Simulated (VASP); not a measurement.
Wanted: the native input for a VASP 6.6.1 run.

```
Task                   : work function
Functional             : RPBE
Dispersion             : D3
Potentials or basis    : VASP PAW PBE potentials, release 64 (Hg, P)
Cutoff                 : 520 eV
k mesh                 : 7 × 7 × 1
Occupations            : gaussian, width 0.1 eV
Spin                   : no spin polarisation
Dipole correction      : yes
Further INCAR settings : ALGO = Normal; EDIFF = 1e-07
```

The structure of HgP lies in POSCAR:

```
HgP
1.0
    3.6740100000      0.0000000000      0.0000000000
    0.0000000000      3.6740100000      0.0000000000
    0.0000000000      0.0000000000     23.8000000000
Hg P
1 1
Cartesian
    0.0000000000      0.0000000000      7.0000560000
    1.8370050000      1.8370050000      7.0000560000
```

The cell was built by a generator and needn't be a form met in nature.

These files were run (other wordings do the same):

INCAR

```
SYSTEM = HgP
ALGO = Normal
DIPOL = 0.5 0.5 0.294
EDIFF = 1E-7
ENCUT = 520
GGA = RP
IDIPOL = 3
ISIF = 2
ISMEAR = 0
IVDW = 11
LASPH = .True.
LCHARG = .True.
LDIPOL = .True.
LELF = .True.
LREAL = .False.
LVACPOTAV = .True.
LVHAR = .True.
LWAVE = .False.
NELM = 80
PREC = Accurate
SIGMA = 0.1
```

KPOINTS

```
k-points
0
Gamma
  7 7 1
  0 0 0
```

Potentials or basis: VASP PAW PBE potentials, release 64 (Hg, P).

Command:

```sh
$ cat potpaw_PBE.64/Hg/POTCAR potpaw_PBE.64/P/POTCAR > POTCAR
$ mpirun -np 1 vasp_std > vasp.out
```

It gave:

```json
{
 "Band gap on the k mesh": "none (metal or under the smearing width)",
 "Dispersion energy per atom": "-0.206 eV",
 "Work function of the upper face": "5.07 eV",
 "Work function of the lower face": "5.07 eV"
}
```

Run time: 63 s on 1 thread of Intel(R) Xeon(R) Platinum 8559C (Emerald Rapids) (shared host), peak memory 0.38 GiB.
